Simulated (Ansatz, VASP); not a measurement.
# Ta2H2NO2 (Ta2N(OH)2 MXene monolayer) in two plane-wave programs, part 2 of 2

Aim: how closely do two programs agree when they are given the same cell, functional and k mesh? Of the first pair: The structure shown is the start of the Ansatz relaxation below; VASP solves that cell, so the two are compared at the walk's first step.

VASP 6.6.1 and Ansatz 0.2.0.

So far: Starting point; Ansatz: relaxation, PBE.

## (3) VASP: single point, PBE, start cell, pair 1

Level of this step: PBE, zero-moment start; plane waves and PAW (H, O, Ta_pv, N) (VASP).

The same cell, functional, mesh and smearing now go to VASP, with its own data sets.

Lines of VASP's logs that name or quote its potential files are left out, and so is its time.

The input, INCAR:

```
SYSTEM = Ta2H2NO2
PREC = Accurate
ENCUT = 520
EDIFF = 1E-06
NELM = 200
ISMEAR = -1
SIGMA = 0.05
LREAL = .FALSE.
ALGO = Normal
GGA = PE
NBANDS = 31
ISPIN = 2
MAGMOM = -0 -0 -0 -0 -0 -0 0
LASPH = .TRUE.
LMAXMIX = 4
LORBIT = 11
LWAVE = .FALSE.
LCHARG = .FALSE.
ISIF = 2
LDIPOL = .TRUE.
IDIPOL = 3
DIPOL = 0.5 0.5 0.305
LVHAR = .TRUE.
GGA_COMPAT = .FALSE.
NELMDL = -8
KPAR = 2
```

The input, POSCAR:

```
Ta2H2NO2
1.0
    3.1545800000      0.0000000000      0.0000000000
   -1.5772900000      2.7319460000      0.0000000000
    0.0000000000      0.0000000000     37.5633780000
H O Ta N
2 2 2 1
Direct
    0.3333333333      0.6666666667      0.2129733779
    0.6666666667      0.3333333333      0.3961754584
    0.3333333333      0.6666666667      0.2390626184
    0.6666666667      0.3333333333      0.3700862180
    0.6666666667      0.3333333333      0.2714380613
    0.3333333333      0.6666666667      0.3377107751
    0.0000000000      0.0000000000      0.3045744182
```

The input, KPOINTS:

```
Automatic mesh
0
Gamma
12 12 1
0 0 0
```

PAW data sets: H, O, Ta_pv and N (PBE family, release 64).

On the command line:

```console
mpirun -np 2 vasp_std
```

Numbers of over 12 decimals in the logs are rounded to 6 here.

Log:

```text
[banner, memory and clock lines left out]
running    2 mpi-ranks, on    1 nodes
 distrk:  each k-point on    1 cores,    2 groups
 distr:  one band on    1 cores,    1 groups

 POSCAR found type information on POSCAR H O TaN
 POSCAR found :  4 types and       7 ions
 LDA part: xc-table for (Slater+PW92), standard interpolation
 POSCAR, INCAR and KPOINTS ok, starting setup
 FFT: planning ... GRIDC
 FFT: planning ... GRID_SOFT
 FFT: planning ... GRID
 WAVECAR not read
 entering main loop
       N       E                     dE             d eps       ncg     rms          rms(c)
DAV:   1     0.338318595605E+03    0.33832E+03   -0.19363E+04  2796   0.102E+03
DAV:   2    -0.182287770386E+02   -0.35655E+03   -0.34545E+03  3112   0.269E+02
DAV:   3    -0.608084055404E+02   -0.42580E+02   -0.41691E+02  2920   0.902E+01
DAV:   4    -0.621698195652E+02   -0.13614E+01   -0.13390E+01  3132   0.174E+01
DAV:   5    -0.621979861035E+02   -0.28167E-01   -0.28096E-01  3076   0.223E+00
DAV:   6    -0.621985425913E+02   -0.55649E-03   -0.55628E-03  3150   0.335E-01
DAV:   7    -0.621985602222E+02   -0.17631E-04   -0.17629E-04  3113   0.531E-02
DAV:   8    -0.621985607318E+02   -0.50963E-06   -0.50955E-06  2900   0.975E-03    0.317E+01
DAV:   9    -0.550244352882E+02    0.71741E+01   -0.35212E+01  3153   0.324E+01    0.136E+01
DAV:  10    -0.548234369540E+02    0.20100E+00   -0.22772E+00  3064   0.826E+00    0.765E+00
DAV:  11    -0.547925695981E+02    0.30867E-01   -0.46272E-01  3033   0.393E+00    0.141E+00
DAV:  12    -0.547686427093E+02    0.23927E-01   -0.13812E-01  3225   0.185E+00    0.319E-01
DAV:  13    -0.547684949245E+02    0.14778E-03   -0.15204E-02  2805   0.631E-01    0.161E-01
DAV:  14    -0.547684599522E+02    0.34972E-04   -0.24615E-03  3186   0.251E-01    0.804E-02
[...]
DAV:  19    -0.547681775123E+02   -0.44490E-04   -0.30454E-05  2748   0.162E-02    0.335E-03
DAV:  20    -0.547682062042E+02   -0.28692E-04   -0.98210E-06  2501   0.554E-03    0.258E-03
DAV:  21    -0.547682310079E+02   -0.24804E-04   -0.97996E-06  2462   0.494E-03    0.179E-03
DAV:  22    -0.547682378565E+02   -0.68486E-05   -0.23349E-06  2326   0.323E-03    0.940E-04
DAV:  23    -0.547682422006E+02   -0.43441E-05   -0.12954E-06  2252   0.308E-03    0.879E-04
DAV:  24    -0.547682450760E+02   -0.28754E-05   -0.74201E-07  2183   0.238E-03    0.414E-04
DAV:  25    -0.547682467780E+02   -0.17020E-05   -0.54402E-07  2181   0.211E-03    0.404E-04
DAV:  26    -0.547682475905E+02   -0.81253E-06   -0.27580E-07  2135   0.148E-03
   1 F= -.54768248E+02 E0= -.54753643E+02  d E =-.292088E-01  mag=    -0.0000
```

Parts of OUTCAR (step 3):

```text
ion  position               nearest neighbor table
   1  0.333  0.667  0.213-   3 0.98
   2  0.667  0.333  0.396-   4 0.98
   3  0.333  0.667  0.239-   1 0.98   5 2.19   5 2.19   5 2.19
   4  0.667  0.333  0.370-   2 0.98   6 2.19   6 2.19   6 2.19
   5  0.667  0.333  0.271-   3 2.19   3 2.19   3 2.19   7 2.21   7 2.21   7 2.21   6 3.08   6 3.08
                             6 3.08
   6  0.333  0.667  0.338-   4 2.19   4 2.19   4 2.19   7 2.21   7 2.21   7 2.21   5 3.08   5 3.08
                             5 3.08
   7  0.000  0.000  0.305-   5 2.21   6 2.21   5 2.21   6 2.21   5 2.21   6 2.21

  LATTYP: Found a hexagonal cell.
 ALAT       =     3.1545800000
 C/A-ratio  =    11.9075686779

 Subroutine GETGRP returns: Found 12 space group operations
 (whereof  6 operations were pure point group operations)

The static configuration has the point symmetry C_3v.
 The point group associated with its full space group is D_3d.

 Found     19 irreducible k-points:

   k-points           NKPTS =     19   k-points in BZ     NKDIM =     19   number of bands    NBANDS=     31

   dimension x,y,z NGX =    24 NGY =   24 NGZ =  280
   dimension x,y,z NGXF=    48 NGYF=   48 NGZF=  560

   ENCUT  =  520.0 eV  38.22 Ry    6.18 a.u.   5.87  5.87 69.84*2*pi/ulx,y,z

   NELECT =      41.0000    total number of electrons

 k-points in reciprocal lattice and weights: Automatic mesh
   0.00000000  0.00000000  0.00000000       0.007
   0.08333333  0.00000000  0.00000000       0.042
   0.16666667  0.00000000  0.00000000       0.042
   0.25000000  0.00000000  0.00000000       0.042
   0.33333333 -0.00000000  0.00000000       0.042
   0.41666667 -0.00000000  0.00000000       0.042
   0.50000000  0.00000000  0.00000000       0.021
   0.08333333  0.08333333  0.00000000       0.042
   0.16666667  0.08333333  0.00000000       0.083
[...]
0.33333333  0.25000000  0.00000000       0.083
   0.33333333  0.33333333  0.00000000       0.014

 dipolmoment           0.000000      0.000000     -0.000009 electrons x Angstroem

 average (electrostatic) potential at core
       1 -43.5947       2 -43.5946       3 -80.3037       4 -80.3038       5 -45.4660
       6 -45.4660       7 -71.9907

 E-fermi :  -0.8346

 spin component 1
 k-point     1 :       0.0000    0.0000    0.0000
  band No.  band energies     occupation
    ...
     19      -2.6187      1.00000
     20      -2.2912      1.00000
     21      -2.2912      1.00000
     22      -1.5662      1.00000
     23      -1.2013      0.99935
     24      -0.7745      0.23107
     25      -0.1428      0.00000
     26      -0.1428      0.00000
     27       0.6909      0.00000
     28       0.6909      0.00000
    ...

 k-point     2 :       0.0833    0.0000    0.0000
  band No.  band energies     occupation
    ...
     19      -2.6858      1.00000
     20      -2.3794      1.00000
     21      -2.1012      1.00000
     22      -1.3193      0.99994
     23      -1.1607      0.99853
     24      -0.5342      0.00245
     25      -0.3016      0.00002
     26      -0.0203      0.00000
     27       0.7424      0.00000
     28       0.7652      0.00000
    ...

 k-point     3 :       0.1667    0.0000    0.0000
  band No.  band energies     occupation
    ...
     18      -6.5263      1.00000
     19      -3.2779      1.00000
     20      -2.0282      1.00000
     21      -1.6050      1.00000
     22      -1.0751      0.99192
     23      -0.7149      0.08363
     24      -0.5391      0.00271
     25      -0.0384      0.00000
     26       0.3213      0.00000
     27       0.9818      0.00000
    ...

 k-point     4 :       0.2500    0.0000    0.0000
  band No.  band energies     occupation
    ...
     17      -7.3168      1.00000
     18      -6.7201      1.00000
     19      -3.9401      1.00000
     20      -1.4467      1.00000
     21      -0.9078      0.81232
     22      -0.8093      0.37595
     23      -0.5705      0.00506
     24      -0.0257      0.00000
     25       0.4527      0.00000
     26       0.7886      0.00000
    ...

 k-point     5 :       0.3333   -0.0000    0.0000
  band No.  band energies     occupation
    ...
     16      -8.1501      1.00000
     17      -7.3492      1.00000
     18      -6.7636      1.00000
     19      -4.4817      1.00000
     20      -0.9711      0.93877
     21      -0.6988      0.06200
     22      -0.1036      0.00000
     23       0.2555      0.00000
     24       0.6607      0.00000
     25       0.9699      0.00000
    ...

 k-point     6 :       0.4167   -0.0000    0.0000
  band No.  band energies     occupation
    ...
     16      -8.1445      1.00000
     17      -7.3715      1.00000
     18      -6.7209      1.00000
     19      -4.8322      1.00000
     20      -1.1082      0.99582
     21       0.1501      0.00000
     22       0.6149      0.00000
     23       1.1769      0.00000
     24       1.3806      0.00000
     25       1.5158      0.00000
    ...

  Total       -0.6930937     -0.6930935      1.7001409      0.0000000      0.0000000     -0.0000000
  in kB       -3.4302379     -3.4302369      8.4142848      0.0000000      0.0000000     -0.0000000
  external PRESSURE =       0.5179367 kB  Pullay stress =       0.0000000 kB

  energy-cutoff  :      520.00
  volume of cell :      323.73
      direct lattice vectors                 reciprocal lattice vectors
     3.154580000  0.000000000  0.000000000     0.316999410  0.183019723  0.000000000
    -1.577290000  2.731946000  0.000000000     0.000000000  0.366039446  0.000000000
     0.000000000  0.000000000 37.563378000     0.000000000  0.000000000  0.026621674

 POSITION                                       TOTAL-FORCE (eV/Angst)
 -----------------------------------------------------------------------------------
     -0.00000      1.82130      8.00000         0.000000     -0.000000     -0.698041
      1.57729      0.91065     14.88169         0.000000     -0.000000      0.698041
     -0.00000      1.82130      8.98000        -0.000000      0.000000     -0.841395
      1.57729      0.91065     13.90169         0.000000     -0.000000      0.841395
      1.57729      0.91065     10.19613        -0.000000      0.000000      2.866488
     -0.00000      1.82130     12.68556         0.000000     -0.000000     -2.866488
      0.00000      0.00000     11.44084         0.000000     -0.000000      0.000000
 -----------------------------------------------------------------------------------
    total drift:                               -0.000000      0.000000     -0.000169

  FREE ENERGIE OF THE ION-ELECTRON SYSTEM (eV)
  ---------------------------------------------------
  free  energy   TOTEN  =       -54.7682475905 eV

  energy  without entropy=      -54.7390387840  energy(sigma->0) =      -54.75364319

 vacuum level on the upper side and lower side of the slab         2.181         2.181

 total charge
# of ion       s       p       d       tot
------------------------------------------
    1        0.597   0.121   0.000   0.718
    2        0.597   0.121   0.000   0.718
    3        1.559   3.589   0.000   5.148
    4        1.559   3.589   0.000   5.148
    5        0.253   6.176   2.429   8.858
    6        0.253   6.176   2.429   8.858
    7        1.226   2.506   0.000   3.732
--------------------------------------------------
tot          6.043  22.279   4.857  33.180

 magnetization (x)
# of ion       s       p       d       tot
------------------------------------------
    1       -0.000  -0.000   0.000  -0.000
    2       -0.000  -0.000   0.000  -0.000
    3       -0.000   0.000   0.000   0.000
    4       -0.000   0.000   0.000   0.000
    5       -0.000  -0.000  -0.000  -0.000
    6       -0.000  -0.000  -0.000  -0.000
    7        0.000  -0.000   0.000  -0.000
--------------------------------------------------
tot         -0.000  -0.000  -0.000  -0.000

[... 3 further parts left out ...]
```

This run allows spin, but its moments start at zero, where symmetry between the spins tends to hold them. Its electron count is odd, so without a moment it is a metal by construction.

## (4) Differences

Known differences besides the potentials themselves: Ansatz cuts the interaction across the vacuum, VASP repeats the sheet with a dipole correction (LDIPOL); the data sets hold 45 valence electrons in Ansatz (on its default PAW (the set named soft_2) files) and 41 in VASP; the cutoff is 420 eV in Ansatz and 520 eV in VASP. Total energies have different zeros and are not compared.

Forces (eV/Å; atoms numbered as in POSCAR):

| atom | Ansatz x, y, z | VASP x, y, z |
| --- | --- | --- |
| H1 | 0.000, 0.000, -0.620 | 0.000, 0.000, -0.698 |
| H2 | 0.000, 0.000, 0.620 | 0.000, 0.000, 0.698 |
| O3 | 0.000, 0.000, -0.895 | 0.000, 0.000, -0.841 |
| O4 | 0.000, 0.000, 0.895 | 0.000, 0.000, 0.841 |
| Ta5 | 0.000, 0.000, 2.882 | 0.000, 0.000, 2.866 |
| Ta6 | 0.000, 0.000, -2.882 | 0.000, 0.000, -2.866 |
| N7 | 0.000, 0.000, 0.000 | 0.000, 0.000, 0.000 |

The forces differ by 30 meV/Å r.m.s., which is 3.1 % of the r.m.s. force of 0.947 eV/Å (both taken over all components). Moments aren't recorded for both runs of this pair, so they may hold unlike magnetic states. Where the cell holds vacuum, a pressure given here is an average over it and none of the material.

## (5) Further runs

Further runs change the set-up of one program: Ansatz's method, potentials or start, or VASP's data sets, cutoff or form of LDA. The table gives that difference for each run.

```csv
run,r.m.s. force difference (meV/Å)
as above,30
"VASP with the data sets H, O, Ta_sv_GW and N",34
```

## (6) Ansatz: relaxation, PBE

This run makes the geometry at which the two programs are then compared.

The structure compared here is the end of the Ansatz relaxation.

This is the run of step 2 again, met here at its other cell.

## (7) VASP: single point, PBE, relaxed cell, pair 2

The same cell, functional, mesh and smearing now go to VASP, with its own data sets.

INCAR is that of step 3.

The input, POSCAR:

```
Ta2H2NO2
1.0
    3.2949153756      0.0000000000      0.0000000000
   -1.6474576878      2.8534804186      0.0000000000
    0.0000000000      0.0000000000     37.5633775423
H O Ta N
2 2 2 1
Direct
    0.3333333333      0.6666666667      0.2172435557
    0.6666666667      0.3333333333      0.3919053087
    0.3333333333      0.6666666667      0.2433314263
    0.6666666667      0.3333333333      0.3658174381
    0.6666666667      0.3333333333      0.2774925462
    0.3333333333      0.6666666667      0.3316563182
    0.0000000000      0.0000000000      0.3045744322
```

KPOINTS is that of step 3.

On the command line:

```console
mpirun -np 2 vasp_std
```

Log:

```text
[... set-up lines as in an earlier step ...]
 entering main loop
       N       E                     dE             d eps       ncg     rms          rms(c)
DAV:   1     0.338106380547E+03    0.33811E+03   -0.19326E+04  2820   0.101E+03
DAV:   2    -0.166311299732E+02   -0.35474E+03   -0.34166E+03  3140   0.261E+02
DAV:   3    -0.617583946311E+02   -0.45127E+02   -0.44475E+02  2906   0.914E+01
DAV:   4    -0.631635041567E+02   -0.14051E+01   -0.13910E+01  3161   0.176E+01
[...]
DAV:  25    -0.555252870700E+02   -0.31612E-05   -0.37206E-07  2176   0.157E-03    0.209E-04
DAV:  26    -0.555252889811E+02   -0.19110E-05   -0.32371E-07  2081   0.140E-03    0.214E-04
DAV:  27    -0.555252892439E+02   -0.26282E-06   -0.13838E-07  2128   0.103E-03
   1 F= -.55525289E+02 E0= -.55514613E+02  d E =-.213532E-01  mag=     0.0000
```

Parts of OUTCAR (step 7):

```text
  Total        0.1345696      0.1345696      0.2065735      0.0000000      0.0000000      0.0000000
  in kB        0.6104834      0.6104834      0.9371336      0.0000000      0.0000000      0.0000000
  external PRESSURE =       0.7193668 kB  Pullay stress =       0.0000000 kB

 POSITION                                       TOTAL-FORCE (eV/Angst)
 -----------------------------------------------------------------------------------
     -0.00000      1.90232      8.16040        -0.000000      0.000000     -0.084123
      1.64746      0.95116     14.72129         0.000000     -0.000000      0.084123
     -0.00000      1.90232      9.14035        -0.000000      0.000000      0.069593
      1.64746      0.95116     13.74134         0.000000     -0.000000     -0.069593
      1.64746      0.95116     10.42356        -0.000000      0.000000     -0.037018
     -0.00000      1.90232     12.45813         0.000000      0.000000      0.037018
      0.00000      0.00000     11.44084        -0.000000     -0.000000     -0.000000
 -----------------------------------------------------------------------------------
    total drift:                                0.000000     -0.000000     -0.000084

  FREE ENERGIE OF THE ION-ELECTRON SYSTEM (eV)
  ---------------------------------------------------
  free  energy   TOTEN  =       -55.5252892439 eV

  energy  without entropy=      -55.5039360756  energy(sigma->0) =      -55.51461266

 magnetization (x)
# of ion       s       p       d       tot
------------------------------------------
    1        0.000   0.000   0.000   0.000
    2        0.000   0.000   0.000   0.000
    3        0.000  -0.000   0.000   0.000
    4        0.000  -0.000   0.000   0.000
    5        0.000   0.000   0.000   0.000
    6        0.000   0.000   0.000   0.000
    7        0.000  -0.000   0.000  -0.000
--------------------------------------------------
tot          0.000   0.000   0.000   0.000

[... 1 part as in an earlier step ...]

[... 2 further parts left out ...]
[key lines of the parts left out:]
E-fermi :  -0.6760
```

## (8) Differences

What differs besides the data sets and the points named for the pairs above, as far as they apply: the data sets hold 45 valence electrons in Ansatz (on its default PAW (the set named soft_2) files) and 41 in VASP. Total energies have different zeros and are not compared.

Forces (eV/Å; atoms numbered as in POSCAR):

```csv
atom,"Ansatz x, y, z","VASP x, y, z"
H1,"0.000, 0.000, 0.005","0.000, 0.000, -0.084"
H2,"0.000, 0.000, -0.005","0.000, 0.000, 0.084"
O3,"0.000, 0.000, 0.000","0.000, 0.000, 0.070"
O4,"0.000, 0.000, 0.000","0.000, 0.000, -0.070"
Ta5,"0.000, 0.000, 0.003","0.000, 0.000, -0.037"
Ta6,"0.000, 0.000, -0.003","0.000, 0.000, 0.037"
N7,"0.000, 0.000, 0.000","0.000, 0.000, 0.000"
```

The forces differ by 37 meV/Å r.m.s., where the r.m.s. force is 0.002 eV/Å in Ansatz and 0.036 eV/Å in VASP: the atoms lie near their places of rest in Ansatz, so a percentage would say little (all taken over all components). Where the cell holds vacuum, a pressure given here is an average over it and none of the material.

## (9) What came out

```yaml
r_m_s_force_difference_single_point_pbe_start_cell_pair_1: 3.1 % of the r.m.s. force
r_m_s_force_difference_single_point_pbe_relaxed_cell_pair_2: 37 meV/Å
```

**Reading.** The r.m.s. force difference is 37 meV/Å (single point, PBE, relaxed cell, pair 2), beyond the 12 meV/Å picked in this series as the mark of a large difference. The data sets hold unlike numbers of valence electrons (45 in Ansatz and 41 in VASP), so part of the differences may come from the potentials. For single point, PBE, start cell, pair 1, no further run moves any of the tabulated differences by more than a quarter of its size. What causes the difference of the single point, PBE, relaxed cell, pair 2 pair stays open here. How closely two codes agree says nothing of how well the functional describes the real material.

[Lines on the potential files, build, host, timing and source positions are cut from VASP's logs without a mark.]

[Logs are printed without paths, hosts, clocks, repeated set-up lines and the standing remarks that a program may print on its own settings, such as how far it seeks lower states.]

[Hosts, paths, dates, database ids (printed as entryN), source tags and the programs' standing remarks are cut or masked in the printed files.]
